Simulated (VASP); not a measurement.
Computed with PBEsol GGA, VASP's PBE PAW potentials (set 64) (plane waves; VASP 6.6.1).

Input for VASP

**POSCAR**
```
Ag2O3
1
    0.0000000000     6.4156260003     1.8410738884
    5.2220500194     0.0000000000     1.8410738884
    5.2220500194     6.4156260003     0.0000000000
Ag O
4 6
Direct
  0.8210425171   0.1797943948   0.5855244515
  0.1797943948   0.8210425171   0.4136386367
  0.8363613633   0.6644755485   0.0702056052
  0.6644755485   0.8363613633   0.4289574829
  0.3167554825   0.9479365840   0.5184676077
  0.9479365840   0.3167554825   0.2168403257
  0.0331596743   0.7315323923   0.3020634160
  0.7315323923   0.0331596743   0.9332445175
  0.4127110216   0.4127110216   0.5872889784
  0.6627110216   0.6627110216   0.8372889784
```

### INCAR
```
SYSTEM = Ag2O3
PREC = Accurate
ENCUT = 520
EDIFF = 1E-7
NELM = 100
ALGO = Normal
LREAL = .FALSE.
LASPH = .TRUE.
ISMEAR = 0
SIGMA = 0.01
GGA = PS
LMAXMIX = 4
LWAVE = .FALSE.
LCHARG = .FALSE.
LCALCPOL = .TRUE.
DIPOL = 0.123 0.137 0.151
ISIF = 2
```

KPOINTS:
```
Automatic mesh
0
Gamma
7 7 7
0 0 0
```

POTCAR, in this order: Ag O (PBE.64 set). Program: vasp_std.

Output

### OSZICAR
```
       N       E                     dE             d eps       ncg     rms          rms(c)
DAV:   1     0.648270033812E+03    0.64827E+03   -0.43232E+04  6144   0.166E+03
DAV:   2    -0.111072853562E+02   -0.65938E+03   -0.62417E+03  6712   0.401E+02
DAV:   3    -0.597069369042E+02   -0.48600E+02   -0.47644E+02  6960   0.113E+02
DAV:   4    -0.604430936152E+02   -0.73616E+00   -0.73464E+00  6712   0.149E+01
DAV:   5    -0.604538515783E+02   -0.10758E-01   -0.10754E-01  6976   0.166E+00    0.385E+01
DAV:   6    -0.476726329848E+02    0.12781E+02   -0.83218E+01  7488   0.783E+01    0.317E+01
DAV:   7    -0.451118195270E+02    0.25608E+01   -0.13663E+01  6664   0.325E+01    0.142E+01
DAV:   8    -0.454087871929E+02   -0.29697E+00   -0.48975E+00  7544   0.155E+01    0.981E+00
DAV:   9    -0.449157665022E+02    0.49302E+00   -0.88100E-01  7816   0.819E+00    0.311E+00
DAV:  10    -0.448735970083E+02    0.42169E-01   -0.28906E-01  6464   0.318E+00    0.156E+00
DAV:  11    -0.448682979493E+02    0.52991E-02   -0.86689E-02  7056   0.159E+00    0.544E-01
DAV:  12    -0.448659002979E+02    0.23977E-02   -0.77507E-03  8752   0.756E-01    0.120E-01
DAV:  13    -0.448659195865E+02   -0.19289E-04   -0.16553E-03  6600   0.222E-01    0.564E-02
DAV:  14    -0.448659083941E+02    0.11192E-04   -0.11795E-04  7064   0.695E-02    0.454E-02
DAV:  15    -0.448659109670E+02   -0.25729E-05   -0.26871E-05  6792   0.339E-02    0.595E-03
DAV:  16    -0.448659108951E+02    0.71954E-07   -0.18169E-06  7016   0.805E-03    0.331E-03
DAV:  17    -0.448659108195E+02    0.75573E-07   -0.52207E-07  6656   0.401E-03
   1 F= -.44865911E+02 E0= -.44865911E+02  d E =-.951552E-23
```

OUTCAR:
```
------------------------ aborting loop because EDIFF is reached ----------------------------------------
  FORCE on cell =-STRESS in cart. coord.  units (eV):
  Direction    XX          YY          ZZ          XY          YZ          ZX
  --------------------------------------------------------------------------------------
  Total       -0.0335547     -0.0291712     -0.0081863      0.0000000      0.0000000      0.0000000
  in kB       -0.4357949     -0.3788648     -0.1063201      0.0000000      0.0000000      0.0000000
  external PRESSURE =      -0.3069933 kB  Pullay stress =       0.0000000 kB
  volume of cell :      123.36
      direct lattice vectors                 reciprocal lattice vectors
     0.000000000  6.415626000  1.841073888    -0.095747838  0.077934718  0.271580626
     5.222050019  0.000000000  1.841073888     0.095747838 -0.077934718  0.271580626
     5.222050019  6.415626000  0.000000000     0.095747838  0.077934718 -0.271580626
 POSITION                                       TOTAL-FORCE (eV/Angst)
 -----------------------------------------------------------------------------------
      3.99653      9.02401      1.84261         0.004344     -0.003260      0.004057
      6.44757      3.80724      1.84261        -0.004344      0.003260      0.004057
      3.83654      5.81619      2.76315        -0.004344     -0.003260      0.004057
      6.60756      7.01506      2.76315         0.004344      0.003260      0.004057
      7.65764      5.35848      2.32839         0.009943      0.001490      0.002852
      2.78646      7.47277      2.32839        -0.009943     -0.001490      0.002852
      5.39749      2.15067      1.40785        -0.009943      0.001490      0.002852
      5.04661     10.68059      1.40785         0.009943     -0.001490      0.002852
      5.22205      6.41563      1.51966         0.000000      0.000000     -0.013818
      7.83308      9.62344      2.44020         0.000000      0.000000     -0.013818
 -----------------------------------------------------------------------------------
    total drift:                               -0.000012     -0.000006     -0.000617
  FREE ENERGIE OF THE ION-ELECTRON SYSTEM (eV)
  ---------------------------------------------------
  free  energy   TOTEN  =       -44.8659108195 eV

  energy  without entropy=      -44.8659108195  energy(sigma->0) =      -44.86591082

            Ionic dipole moment: p[ion]=(   -15.87503   -12.31800   -56.16288 ) |e| Angst

 Total electronic dipole moment: p[elc]=(    -0.00000    -0.00000     3.12479 ) |e| Angst
```
(Selected blocks of OUTCAR.)

The structure comes from a computed database's Ag2O3 entry (Fdd2); how it stands against other phases isn't given here. It was relaxed first.
